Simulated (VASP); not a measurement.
Level of theory: PBEsol GGA with spin-orbit coupling, VASP's PBE PAW potentials (set 64) (plane waves; VASP 6.6.1).

VASP ran on this input.

### KPOINTS
```
kpoints
0
Gamma
9 9 9
```

### KPOINTS_OPT
```
k-points along high-symmetry lines
8
Line-mode
Reciprocal
  0.000000   0.000000   0.000000 ! GAMMA
  0.000000   0.500000   0.000000 ! X

  0.000000   0.500000   0.000000 ! X
  0.500000   0.500000   0.000000 ! M

  0.500000   0.500000   0.000000 ! M
  0.000000   0.000000   0.000000 ! GAMMA

  0.000000   0.000000   0.000000 ! GAMMA
  0.500000   0.500000   0.500000 ! R

  0.500000   0.500000   0.500000 ! R
  0.000000   0.500000   0.000000 ! X

  0.500000   0.500000   0.500000 ! R
  0.500000   0.500000   0.000000 ! M
```

### POSCAR
```
YSi
1
    3.4974327932     0.0000000000    -0.0000000000
   -0.0000000000     3.4974327932    -0.0000000000
    0.0000000000     0.0000000000     3.4974327932
Y Si
1 1
Direct
  0.0000000000   0.0000000000   0.0000000000
  0.5000000000   0.5000000000   0.5000000000
```

### INCAR
```
EDIFF=1E-6   # SCF stop (eV)
LASPH=.True.
MAGMOM=6*0
SYSTEM=YSi
GGA_COMPAT=.False.
LCHARG=.False.
LREAL=.False.
NELM=100
LSORBIT=.True.
LWAVE=.False.
GGA=PS   # PBEsol
SIGMA=0.05   # width (eV)
ISMEAR=0   # Gaussian
ENCUT=400   # plane-wave cut-off (eV)
LMAXMIX=4   # l cut-off of mixed one-centre charges
PREC=Accurate
ALGO=Normal   # blocked Davidson
```

POTCAR, in this order: Y_sv Si (PBE.64 set). Program: vasp_ncl.

What VASP printed:

File OUTCAR:
```
 ion  position               nearest neighbor table
   1  0.000  0.000  0.000-   2 3.03   2 3.03   2 3.03   2 3.03   2 3.03   2 3.03   2 3.03   2 3.03
  LATTYP: Found a simple cubic cell.
 ALAT       =     3.4974327932
 Subroutine PRICEL returns:
 Original cell was already a primitive cell.
 Subroutine GETGRP returns: Found 48 space group operations
The static configuration has the point symmetry O_h .
The dynamic configuration has the point symmetry O_h .
The overall configuration has the point symmetry O_h .
 Subroutine INISYM returns: Found 48 space group operations
 Subroutine IBZKPT returns following result:
 Found     35 irreducible k-points:

 Following reciprocal coordinates:
            Coordinates               Weight
  0.000000  0.000000  0.000000      1.000000
  0.111111  0.000000  0.000000      6.000000
  0.222222  0.000000  0.000000      6.000000
  0.333333  0.000000  0.000000      6.000000
  0.444444  0.000000  0.000000      6.000000
  0.111111  0.111111  0.000000     12.000000
  0.222222  0.111111  0.000000     24.000000
  0.333333  0.111111  0.000000     24.000000
  0.444444  0.111111  0.000000     24.000000
  0.222222  0.222222  0.000000     12.000000
  0.333333  0.222222  0.000000     24.000000
  0.444444  0.222222  0.000000     24.000000
  0.333333  0.333333  0.000000     12.000000
  0.444444  0.333333  0.000000     24.000000
  0.444444  0.444444  0.000000     12.000000
  0.111111  0.111111  0.111111      8.000000
  0.222222  0.111111  0.111111     24.000000
  0.333333  0.111111  0.111111     24.000000
  0.444444  0.111111  0.111111     24.000000
  0.222222  0.222222  0.111111     24.000000
  0.333333  0.222222  0.111111     48.000000
  0.444444  0.222222  0.111111     48.000000
  0.333333  0.333333  0.111111     24.000000
  0.444444  0.333333  0.111111     48.000000
...
```

**OSZICAR**
```
       N       E                     dE             d eps       ncg     rms          rms(c)
DAV:   1     0.455261460079E+02    0.45526E+02   -0.61914E+03  1540   0.105E+03
DAV:   2    -0.106079649345E+02   -0.56134E+02   -0.53714E+02  1854   0.235E+02
DAV:   3    -0.142353853311E+02   -0.36274E+01   -0.35422E+01  2668   0.391E+01
DAV:   4    -0.143386189113E+02   -0.10323E+00   -0.10311E+00  1962   0.643E+00
DAV:   5    -0.143414956050E+02   -0.28767E-02   -0.28765E-02  2242   0.896E-01    0.287E+01
DAV:   6    -0.136418525373E+02    0.69964E+00   -0.14899E+00  1686   0.742E+00    0.194E+01
DAV:   7    -0.136136736416E+02    0.28179E-01   -0.87104E-01  2384   0.541E+00    0.658E+00
DAV:   8    -0.135961430167E+02    0.17531E-01   -0.92014E-02  1740   0.198E+00    0.244E+00
DAV:   9    -0.135961123225E+02    0.30694E-04   -0.18767E-02  2180   0.967E-01    0.497E-01
DAV:  10    -0.135954072330E+02    0.70509E-03   -0.56417E-03  1712   0.419E-01    0.299E-01
DAV:  11    -0.135953089324E+02    0.98301E-04   -0.82978E-04  1972   0.256E-01    0.298E-02
DAV:  12    -0.135953128645E+02   -0.39321E-05   -0.47434E-05  2116   0.499E-02    0.334E-02
DAV:  13    -0.135953118492E+02    0.10153E-05   -0.39373E-06  1848   0.181E-02    0.101E-02
DAV:  14    -0.135953114568E+02    0.39237E-06   -0.29238E-06  1582   0.143E-02
   1 F= -.13595311E+02 E0= -.13593482E+02  d E =-.365852E-02  mag=    -0.0000    -0.0000     0.0000
       N       E                     dE             ncg
       N       E                     dE             ncg
```

**OUTCAR**
```
------------------------ aborting loop because EDIFF is reached ----------------------------------------
  FORCE on cell =-STRESS in cart. coord.  units (eV):
  Direction    XX          YY          ZZ          XY          YZ          ZX
  --------------------------------------------------------------------------------------
  Total        0.0045046      0.0045046      0.0045046      0.0000000     -0.0000000      0.0000000
  in kB        0.1687010      0.1687010      0.1687010      0.0000000     -0.0000000      0.0000000
  external PRESSURE =       0.1687010 kB  Pullay stress =       0.0000000 kB
  volume of cell :       42.78
      direct lattice vectors                 reciprocal lattice vectors
     3.497432793  0.000000000  0.000000000     0.285924007  0.000000000  0.000000000
     0.000000000  3.497432793  0.000000000     0.000000000  0.285924007  0.000000000
     0.000000000  0.000000000  3.497432793     0.000000000  0.000000000  0.285924007
 POSITION                                       TOTAL-FORCE (eV/Angst)
 -----------------------------------------------------------------------------------
      0.00000      0.00000      0.00000         0.000000      0.000000      0.000000
      1.74872      1.74872      1.74872         0.000000      0.000000      0.000000
 -----------------------------------------------------------------------------------
    total drift:                               -0.000000      0.000000      0.000000
  FREE ENERGIE OF THE ION-ELECTRON SYSTEM (eV)
  ---------------------------------------------------
  free  energy   TOTEN  =       -13.5953114568 eV

  energy  without entropy=      -13.5916529394  energy(sigma->0) =      -13.59348220

 Ion:    1  E_soc:     -0.0980923

 Ion:    2  E_soc:     -0.0004843
```
(Selected blocks of OUTCAR.)

The structure was generated: YSi was put into the CsCl type (Pm-3m), which need not be its known phase. It was relaxed first.
